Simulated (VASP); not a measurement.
# Si (Fd-3m) in VASP: core levels with PBEsol

Aim: the core levels of Si with PBEsol.

Program: VASP 6.6.1. These are calculated values, not measurements. Logs are shortened: lines on timing, memory, paths and dates and some standing lists are left out, and cuts for length are marked.

### 1 The crystal as given

It takes space group Fd-3m (No. 227, cubic). Conventional cell: a = 5.427 Å, b = 5.427 Å, c = 5.427 Å, α = 90.00°, β = 90.00°, γ = 90.00°. Si (site symmetry -43m) is surrounded by 4 Si at 2.35 Å.

### 2 Core levels, PBEsol

Input file INCAR:

```
SYSTEM = Si
ALGO = Fast ; EDIFF = 1E-7
ENCUT = 520 ; GGA = PS
ICORELEVEL = 1 ; ISIF = 2
ISMEAR = -1 ; LASPH = .True.
LCHARG = .False. ; LREAL = .False.
LWAVE = .False. ; NELM = 60
PREC = Accurate ; SIGMA = 0.02
```

Input file KPOINTS:

```
k-points
0
Gamma
  7 7 7
  0 0 0
```

Input file POSCAR:

```
Si
1.0
    0.0000000000      2.7135600000      2.7135600000
    2.7135600000      0.0000000000      2.7135600000
    2.7135600000      2.7135600000      0.0000000000
Si
2
Direct
    0.7500000000      0.7500000000      0.7500000000
    0.5000000000      0.5000000000      0.5000000000
```

Potentials or basis: VASP PAW PBE potentials, release 64 (Si).

Command:

```sh
$ cat potpaw_PBE.64/Si/POTCAR > POTCAR
$ mpirun -np 1 vasp_std > vasp.out
```

OUTCAR:

```text
SYSTEM = Si
   EDIFF = 1E-7
   ENCUT = 520
   GGA = PS
   ISIF = 2
   ISMEAR = -1
   LASPH = .True.
   LREAL = .False.
   NELM = 60
   PREC = Accurate

 ion  position               nearest neighbor table
   1  0.750  0.750  0.750-   2 2.35   2 2.35   2 2.35   2 2.35
   2  0.500  0.500  0.500-   1 2.35   1 2.35   1 2.35   1 2.35

  LATTYP: Found a face centered cubic cell.
 ALAT       =     5.4271200000

  Lattice vectors:

 A1 = (   0.0000000000,   2.7135600000,   2.7135600000)
 A2 = (   2.7135600000,   0.0000000000,   2.7135600000)
 A3 = (   2.7135600000,   2.7135600000,   0.0000000000)

Analysis of symmetry for initial positions (statically):
=====================================================================
 Subroutine PRICEL returns:
 Original cell was already a primitive cell.

 Routine SETGRP: Setting up the symmetry group for a
 face centered cubic supercell.

 Subroutine GETGRP returns: Found 48 space group operations
 (whereof 24 operations were pure point group operations)
 out of a pool of 48 trial point group operations.

The static configuration has the point symmetry T_d .
 The point group associated with its full space group is O_h .

Analysis of symmetry for dynamics (positions and initial velocities):
=====================================================================
 Subroutine PRICEL returns:
 Original cell was already a primitive cell.

 Routine SETGRP: Setting up the symmetry group for a
 face centered cubic supercell.

 Subroutine GETGRP returns: Found 48 space group operations
 (whereof 24 operations were pure point group operations)
 out of a pool of 48 trial point group operations.

The dynamic configuration has the point symmetry T_d .
 The point group associated with its full space group is O_h .

 Subroutine INISYM returns: Found 48 space group operations
 (whereof 24 operations are pure point group operations),
 and found     1 'primitive' translations

----------------------------------------------------------------------------------------

                                     Primitive cell

  volume of cell :      39.9621

  direct lattice vectors                    reciprocal lattice vectors
     0.000000000  2.713560000  2.713560000    -0.184259792  0.184259792  0.184259792
     2.713560000  0.000000000  2.713560000     0.184259792 -0.184259792  0.184259792
     2.713560000  2.713560000  0.000000000     0.184259792  0.184259792 -0.184259792

  length of vectors
     3.837553354  3.837553354  3.837553354     0.319147321  0.319147321  0.319147321

  position of ions in fractional coordinates (direct lattice)
     0.750000000  0.750000000  0.750000000
     0.500000000  0.500000000  0.500000000

  ion indices of the primitive-cell ions
   primitive index   ion index
                 1           1
                 2           2

----------------------------------------------------------------------------------------

 KPOINTS: k-points

Automatic generation of k-mesh.
 Grid dimensions read from file:
 generate k-points for:    7    7    7

 Generating k-lattice:

  Cartesian coordinates                     Fractional coordinates (reciprocal lattice)
    -0.026322827  0.026322827  0.026322827     0.142857143  0.000000000  0.000000000
     0.026322827 -0.026322827  0.026322827     0.000000000  0.142857143  0.000000000
     0.026322827  0.026322827 -0.026322827     0.000000000  0.000000000  0.142857143

  Length of vectors
     0.045592474  0.045592474  0.045592474

  Shift w.r.t. Gamma in fractional coordinates (k-lattice)
     0.000000000  0.000000000  0.000000000

 Subroutine IBZKPT returns following result:
 ===========================================

 Found     20 irreducible k-points:

 Following reciprocal coordinates:
            Coordinates               Weight
  0.000000  0.000000  0.000000      1.000000
  0.142857  0.000000  0.000000      8.000000
  0.285714  0.000000  0.000000      8.000000
  0.428571  0.000000  0.000000      8.000000
  0.142857  0.142857  0.000000      6.000000
  0.285714  0.142857  0.000000     24.000000
[... 12 lines left out ...]
 -0.428571  0.428571  0.142857     24.000000
 -0.285714  0.428571  0.142857     24.000000
   k-points           NKPTS =     20   k-points in BZ     NKDIM =     20   number of bands    NBANDS=      8
   number of dos      NEDOS =    301   number of ions     NIONS =      2
   total plane-waves  NPLWV =  27000
   dimension x,y,z NGX =    30 NGY =   30 NGZ =   30
   dimension x,y,z NGXF=    60 NGYF=   60 NGZF=   60
   ions per type =               2
   NGX,Y,Z   is equivalent  to a cutoff of  13.00, 13.00, 13.00 a.u.
   NGXF,Y,Z  is equivalent  to a cutoff of  25.99, 25.99, 25.99 a.u.
 SYSTEM =  Si
   PREC   = accura    normal or accurate (medium, high low for compatibility)
   ISTART =      0    job   : 0-new  1-cont  2-samecut
   ICHARG =      2    charge: 1-file 2-atom 10-const
   ISPIN  =      1    spin polarized calculation?
   LNONCOLLINEAR =      F non collinear calculations
   LSORBIT =      F    spin-orbit coupling
   LASPH  =      T    aspherical Exc in radial PAW
   ENCUT  =  520.0 eV  38.22 Ry    6.18 a.u.   7.14  7.14  7.14*2*pi/ulx,y,z
   NELM   =     60;   NELMIN=  2; NELMDL= -5     # of ELM steps
   EDIFF  = 0.1E-06   stopping-criterion for ELM
   LREAL  =      F    real-space projection
   EDIFFG = 0.1E-05   stopping-criterion for IOM
   NSW    =      0    number of steps for IOM
   IBRION =     -1    ionic relax: 0-MD 1-quasi-New 2-CG
   NFREE  =      0    steps in history (QN), initial steepest desc. (CG)
   ISIF   =      2    stress and relaxation
   ISYM   =      2    0-nonsym 1-usesym 2-fastsym
   POTIM  = 0.5000    time-step for ionic-motion
   TEBEG  =    0.0;   TEEND  =   0.0 temperature during run
   PSTRESS=    0.0 pullay stress
   NELECT =       8.0000    total number of electrons
   NUPDOWN=      -1.0000    fix difference up-down
   EMIN   =  10.00;   EMAX   =-10.00  energy-range for DOS
   EFERMI =   0.00;   METHOD = LEGACY
   ISMEAR =    -1;   SIGMA  =   0.02  broadening in eV -4-tet -1-fermi 0-gaus
   EFERMI_NEDOS =   21; number of points for ismear=-14 and -15
   IALGO  =     68    algorithm
   IMIX   =      4    mixing-type and parameters
     AMIX     =   0.40;   BMIX     =  1.00
     AMIX_MAG =   1.60;   BMIX_MAG =  1.00
  volume/ion in A,a.u.               =      19.98       134.84
  Fermi-wavevector in a.u.,A,eV,Ry     =   0.957684  1.809760 12.478691  0.917158
  Thomas-Fermi vector in A             =   2.086724
   LORBIT       =      0    0 simple, 1 ext, 2 COOP (PROOUT), +10 PAW based schemes
   GGA     = PS    functional components
   LHFCALC =     F    Hartree Fock is set to
   AEXX    =    0.0000 exact exchange contribution
   IVDW    =     0    specifies the selected vdW correction
   LEPSILON=     F    determine dielectric tensor
   LRPA    =     F    only Hartree local field effects (RPA)
 non-spin polarized calculation
 RMM-DIIS sequential band-by-band and
  energy-cutoff  :      520.00
  volume of cell :       39.96
 maximum number of plane-waves:      1087
 NGX is ok and might be reduce to    30
   NGX = 15   NGY = 15   NGZ = 15

 number of electron       8.0000000 magnetization

 Free energy of the ion-electron system (eV)
  ---------------------------------------------------
  ext. energy  EPLUGINS =         0.00000000
  ---------------------------------------------------
  free energy    TOTEN  =       -11.48281699 eV

  energy without entropy =      -11.48281684  energy(sigma->0) =      -11.48281692

 the core state eigenenergies are
   1-  1s  -1773.9076  2s   -127.9265  2p    -83.9496
   2-  1s  -1773.9076  2s   -127.9265  2p    -83.9496

 E-fermi :   6.0322     XC(G=0):  -9.5595

 val. band max:        5.8137582740   @ k =   0.0000   0.0000   0.0000
 cond. band min:       6.2645497715   @ k =   0.4286   0.4286   0.0000
 fundamental gap:      0.4507914975
 Fermi energy:         6.0322218072

 k-point     1 :       0.0000    0.0000    0.0000
  band No.  band energies     occupation
      1      -6.1912      2.00000
      2       5.8138      1.99996
      3       5.8138      1.99996
      4       5.8138      1.99996
      5       8.3302      0.00000
      6       8.3302      0.00000
      7       8.3302      0.00000
      8       9.1605      0.00000

 k-point     2 :       0.1429    0.0000    0.0000
  band No.  band energies     occupation
      1      -5.9235      2.00000
      2       3.8644      2.00000
      3       5.4514      2.00000
      4       5.4514      2.00000
      5       8.2007      0.00000
      6       8.8569      0.00000
      7       8.8569      0.00000
      8      10.8130      0.00000

 k-point     3 :       0.2857    0.0000    0.0000
  band No.  band energies     occupation
      1      -5.1514      2.00000
      2       1.2267      2.00000
      3       4.9330      2.00000
      4       4.9330      2.00000
      5       7.6551      0.00000
      6       9.2969      0.00000
      7       9.2969      0.00000
      8      13.1967      0.00000

 k-point     4 :       0.4286    0.0000    0.0000
  band No.  band energies     occupation
      1      -4.0974      2.00000
      2      -0.8239      2.00000
      3       4.6446      2.00000
      4       4.6446      2.00000
      5       7.3276      0.00000
      6       9.1265      0.00000
      7       9.1265      0.00000
      8      13.3948      0.00000

 k-point     5 :       0.1429    0.1429    0.0000
  band No.  band energies     occupation
      1      -5.8331      2.00000
      2       4.1822      2.00000
      3       4.8248      2.00000
      4       4.8248      2.00000
      5       7.6182      0.00000
      6       9.7528      0.00000
      7       9.7528      0.00000
      8      10.2009      0.00000

 k-point     6 :       0.2857    0.1429    0.0000
  band No.  band energies     occupation
      1      -5.2220      2.00000
      2       2.0376      2.00000
      3       4.2370      2.00000
      4       4.2786      2.00000
      5       7.8114      0.00000
      6       9.6914      0.00000
      7      10.2737      0.00000
      8      10.5318      0.00000

 k-point     7 :       0.4286    0.1429    0.0000
  band No.  band energies     occupation
      1      -4.2028      2.00000
      2      -0.1689      2.00000
      3       3.5409      2.00000
      4       4.0913      2.00000
      5       7.8709      0.00000
      6       9.5864      0.00000
      7      10.2928      0.00000
      8      11.5197      0.00000
[... 89 lines left out ...]
 k-point    16 :      -0.4286    0.4286    0.0000
  band No.  band energies     occupation
      1      -2.1148      2.00000
      2      -1.8295      2.00000
      3       2.0882      2.00000
      4       3.0768      2.00000
      5       6.5638      0.00000
      6       7.8494      0.00000
      7      14.6095      0.00000
      8      15.0649      0.00000

 k-point    17 :       0.4286    0.2857    0.1429
  band No.  band energies     occupation
      1      -4.4634      2.00000
      2       0.9049      2.00000
      3       2.6459      2.00000
      4       4.0006      2.00000
      5       8.3209      0.00000
      6       9.5513      0.00000
      7       9.9017      0.00000
      8      11.9223      0.00000

 k-point    18 :      -0.4286    0.2857    0.1429
  band No.  band energies     occupation
      1      -3.4087      2.00000
      2      -0.6456      2.00000
      3       2.0717      2.00000
      4       3.4513      2.00000
      5       8.7965      0.00000
      6       9.2240      0.00000
      7      11.2147      0.00000
      8      12.3685      0.00000

 k-point    19 :      -0.4286    0.4286    0.1429
  band No.  band energies     occupation
      1      -2.8673      2.00000
      2      -0.9456      2.00000
      3       2.1565      2.00000
      4       2.5734      2.00000
      5       7.9321      0.00000
      6       8.2886      0.00000
      7      11.9178      0.00000
      8      14.4477      0.00000

 k-point    20 :      -0.2857    0.4286    0.1429
  band No.  band energies     occupation
      1      -2.4210      2.00000
      2      -1.3476      2.00000
      3       1.4995      2.00000
      4       2.6668      2.00000
      5       8.4579      0.00000
      6      10.5613      0.00000
      7      11.4192      0.00000
      8      11.5388      0.00000

------------------------ aborting loop because EDIFF is reached ----------------------------------------

  FORCE on cell =-STRESS in cart. coord.  units (eV):
  Direction    XX          YY          ZZ          XY          YZ          ZX
  --------------------------------------------------------------------------------------
  -------------------------------------------------------------------------------------
  Total        0.1202994      0.1202994      0.1202994      0.0000000      0.0000000     -0.0000000
  in kB        4.8230956      4.8230956      4.8230956      0.0000000      0.0000000     -0.0000000
  external PRESSURE =       4.8230956 kB  Pullay stress =       0.0000000 kB

 VOLUME and BASIS-vectors are now :
 -----------------------------------------------------------------------------
  energy-cutoff  :      520.00
  volume of cell :       39.96
      direct lattice vectors                 reciprocal lattice vectors
     0.000000000  2.713560000  2.713560000    -0.184259792  0.184259792  0.184259792
     2.713560000  0.000000000  2.713560000     0.184259792 -0.184259792  0.184259792
     2.713560000  2.713560000  0.000000000     0.184259792  0.184259792 -0.184259792

 POSITION                                       TOTAL-FORCE (eV/Angst)
 -----------------------------------------------------------------------------------
      4.07034      4.07034      4.07034         0.000000     -0.000000     -0.000000
      2.71356      2.71356      2.71356        -0.000000      0.000000      0.000000
 -----------------------------------------------------------------------------------
    total drift:                                0.000000     -0.000000     -0.000000

  FREE ENERGIE OF THE ION-ELECTRON SYSTEM (eV)
  ---------------------------------------------------
  free  energy   TOTEN  =       -11.4828169931 eV

  energy  without entropy=      -11.4828168383  energy(sigma->0) =      -11.48281692
```

Wall time 5 s (1 thread of Intel Xeon 6975P-C (Granite Rapids), shared host); peak memory 0.14 GiB.

What came out:

| Quantity | Value |
| --- | --- |
| Free energy | -11.4828 eV |
| Pressure | 0.5 GPa |
| Band gap on the k mesh | 0.45 eV, indirect (least direct gap 2.52 eV) |

Core levels (eV, on the scale of the bands):
```
atom                           levels
1 Si  1s -1773.9, 2s -127.9, 2p -83.9
2 Si  1s -1773.9, 2s -127.9, 2p -83.9
```

Caveat: the PAW data sets were made with another functional, which shifts forces and pressure a little; an odd mesh through Γ misses points on the zone boundary, where band edges often lie.
